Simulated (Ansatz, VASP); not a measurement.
# Mo2CSO (Mo2COS MXene monolayer) in two plane-wave programs, part 2 of 2

Wanted: the spread between two codes on one cell, functional and k mesh. Of the first pair: The structure shown is the start of the Ansatz relaxation below; VASP solves that cell, so the two are compared at the walk's first step.

VASP 6.6.1 and Ansatz 0.2.0.

So far: Set-up; Ansatz: relaxation, PBE with D3(BJ); VASP: single point, PBE with D3(BJ), start cell, pair 1.

### 4. Comparison

Known differences besides the potentials themselves: Ansatz cuts the interaction across the vacuum, VASP repeats the sheet with a dipole correction; the cutoff is 420 eV in Ansatz and 520 eV in VASP. Total energies have different zeros and are not compared.

Forces (eV/Å; atoms numbered as in POSCAR):

```tsv
atom	Ansatz x, y, z	VASP x, y, z
S1	0.000, 0.000, -0.122	0.000, 0.000, -0.113
Mo2	0.000, 0.000, 0.127	0.000, 0.000, 0.099
Mo3	0.000, 0.000, -1.026	0.000, 0.000, -1.050
C4	0.000, 0.000, -0.020	0.000, 0.000, -0.017
O5	0.000, 0.000, 1.041	0.000, 0.000, 1.081
```

The forces differ by 14 meV/Å r.m.s., which is 3.6 % of the r.m.s. force of 0.391 eV/Å (both taken over all components). With vacuum in the cell, a pressure given here is an average over mostly empty space and none of the material.

### 5. Ansatz: relaxation, PBE with D3(BJ)

This run makes the geometry at which the two programs are then compared.

The structure compared here is the end of the Ansatz relaxation.

The input, input.yaml:

```yaml
crystal:
  lattice:
    - [3.024736, 0.0, 0.0]
    - [-1.512368, 2.6194982157, 0.0]
    - [0.0, 0.0, 41.3513579405]
  atoms:
    - { symbol: S, position: [0.3333333333, 0.6666666667, 0.4377123486] }
    - { symbol: Mo, position: [0.6666666667, 0.3333333333, 0.4787837456] }
    - { symbol: C, position: [0.0, 0.0, 0.5076456815] }
    - { symbol: Mo, position: [0.3333333333, 0.6666666667, 0.5365076173] }
    - { symbol: O, position: [0.6666666667, 0.3333333333, 0.5622876514] }
  periodic: [true, true, false]
kpoints:
  mp_grid: { grid: [12, 12, 1] }
hamiltonian:
  xc: pbe
  dispersion: d3bj
  pseudopotentials: { kind: paw, azcp: { folder: soft_1 } }
scf:
  occupations: { method: fermi_dirac, width: 0.05 }
  convergence: { dr2_threshold: 1.0e-09 }
relax:
  f_tol: 0.004
  max_steps: 90
  cell: {}
output:
  write_potential: true
  write_density: true
  volumetric_format: npy
```

Run with:

```console
$ ansatz run input.yaml --threads 2 --pin off --max-ram 3072MiB --backend cpu --events-out ev --progress --plain --runs-dir out
```

Numbers of over 12 decimals in the logs are rounded to 6 here.

The program printed:

```text
[...]
Crystal: 5 atoms, lattice volume = 327.639 Å³
Basis set: ecut = 420 eV, 6343 PW (Γ), exchange–correlation on 48×48×576 points (8 copies of the dense FFT grid, shifted against one another)
Bands: 27, of which v1, the nominal top of the filled ones, is band 22 counted from 1 (21 counted from 0)
Symmetry: 6 space group operations
[...]
cell:  # Å, volume = 352.7751 Å³
    - [3.138620, 0.0, 0]
    - [-1.569310, 2.718125, 0]
    - [0, 0, 41.3513579405]
  atoms:
    - { symbol: S, position: [0.333333, 0.666667, 0.440503] }
    - { symbol: Mo, position: [0.666667, 0.333333, 0.480670] }
    - { symbol: C, position: [0, 0, 0.507464] }
    - { symbol: Mo, position: [0.333333, 0.666667, 0.533918] }
    - { symbol: O, position: [0.666667, 0.333333, 0.560383] }
[key lines of the parts left out:]
SCF converged after 5 iterations
Free energy (F): -11634.673620 eV
Fermi energy:    -5.705937 eV
P = ½ c Tr σ = 0.0089 N/m
```

### 6. VASP: single point, PBE with D3(BJ), relaxed cell, pair 2

The same cell, functional, mesh and smearing now go to VASP, with its own data sets.

The input, INCAR:

```
SYSTEM = Mo2CSO
PREC = Accurate
ENCUT = 520
EDIFF = 1E-06
NELM = 120
ISMEAR = -1
SIGMA = 0.05
LREAL = .FALSE.
ALGO = Normal
GGA = PE
IVDW = 12
NBANDS = 28
LASPH = .TRUE.
LORBIT = 11
LWAVE = .FALSE.
LCHARG = .FALSE.
ISIF = 2
LDIPOL = .TRUE.
IDIPOL = 3
DIPOL = 0.5 0.5 0.505
LVHAR = .TRUE.
GGA_COMPAT = .FALSE.
NELMDL = -8
KPAR = 2
```

The input, POSCAR:

```
Mo2CSO
1.0
    3.1386203047      0.0000000000      0.0000000000
   -1.5693101524      2.7181249167      0.0000000000
    0.0000000000      0.0000000000     41.3513579405
S Mo C O
1 2 1 1
Direct
    0.3333333333      0.6666666667      0.4405028483
    0.6666666666      0.3333333334      0.4806698198
    0.3333333333      0.6666666667      0.5339176559
    1.0000000000      0.0000000000      0.5074639614
    0.6666666666      0.3333333334      0.5603827591
```

The input, KPOINTS:

```
Automatic mesh
0
Gamma
12 12 1
0 0 0
```

The projector-augmented-wave data sets are S, Mo_sv, C and O (PBE family, release 64).

Run with:

```console
$ mpirun -np 2 vasp_std
```

The program printed:

```text
[... set-up lines as in an earlier step ...]
 entering main loop
       N       E                     dE             d eps       ncg     rms          rms(c)
DAV:   1     0.397866388625E+03    0.39787E+03   -0.22873E+04  1400   0.123E+03
DAV:   2    -0.131873562954E+02   -0.41105E+03   -0.40424E+03  1432   0.315E+02
DAV:   3    -0.499374088404E+02   -0.36750E+02   -0.36023E+02  1264   0.907E+01
DAV:   4    -0.511216754259E+02   -0.11843E+01   -0.11658E+01  1476   0.158E+01
[...]
DAV:  29    -0.432747634034E+02   -0.37050E-05   -0.64117E-08   624   0.974E-04    0.347E-04
DAV:  30    -0.432747651536E+02   -0.17502E-05   -0.50527E-08   616   0.811E-04    0.309E-04
DAV:  31    -0.432747659953E+02   -0.84170E-06   -0.25762E-08   552   0.775E-04
   1 F= -.44800527E+02 E0= -.44790988E+02  d E =-.190778E-01
```

OUTCAR, selected parts (step 6):

```text
 Edisp (eV)   -1.52576

  Total       0.11600     0.11600     0.05682    -0.00000     0.00000    -0.00000
  in kB       0.52683     0.52683     0.25806    -0.00000     0.00000    -0.00000
  external pressure =        0.44 kB  Pullay stress =        0.00 kB

 POSITION                                       TOTAL-FORCE (eV/Angst)
 -----------------------------------------------------------------------------------
     -0.00000      1.81208     18.21539        -0.000000     -0.000000      0.009861
      1.56931      0.90604     19.87635         0.000000      0.000000     -0.050569
     -0.00000      1.81208     22.07822        -0.000000     -0.000000      0.009229
      0.00000      0.00000     20.98432        -0.000000     -0.000000      0.001719
      1.56931      0.90604     23.17259         0.000000      0.000000      0.029761
 -----------------------------------------------------------------------------------
    total drift:                                0.000001     -0.000001     -0.000076

  FREE ENERGIE OF THE ION-ELECTRON SYSTEM (eV)
  ---------------------------------------------------
  free  energy   TOTEN  =       -44.8005265656 eV

  energy  without entropy=      -44.7814487800  energy(sigma->0) =      -44.79098767

[... 1 part as in an earlier step ...]

[... 2 further parts left out ...]
[key lines of the parts left out:]
E-fermi :  -2.9856
```

### 7. Differences

At this near-relaxed geometry the largest component of a force difference is 50 meV/Å. With vacuum in the cell, a pressure given here is an average over mostly empty space and none of the material.

### 8. Results

* r.m.s. force difference (single point, PBE with D3(BJ), start cell, pair 1): 3.6 % of the r.m.s. force
* r.m.s. force difference (single point, PBE with D3(BJ), relaxed cell, pair 2): 15 meV/Å

The r.m.s. force difference is 15 meV/Å (single point, PBE with D3(BJ), relaxed cell, pair 2), beyond the 12 meV/Å picked in this series as the mark of a large difference. What causes the difference of the single point, PBE with D3(BJ), start cell, pair 1 pair stays open here. What causes the difference of the single point, PBE with D3(BJ), relaxed cell, pair 2 pair stays open here. How closely two codes agree says nothing of how well the functional describes the real material.

[Lines on the potential files, build, host, timing and source positions are cut from VASP's logs without a mark.]

[Logs are printed without paths, hosts, clocks, repeated set-up lines and the standing remarks that a program may print on its own settings, such as how far it seeks lower states.]

[Hosts, paths, dates, database ids (printed as entryN), source tags and the programs' standing remarks are cut or masked in the printed files.]
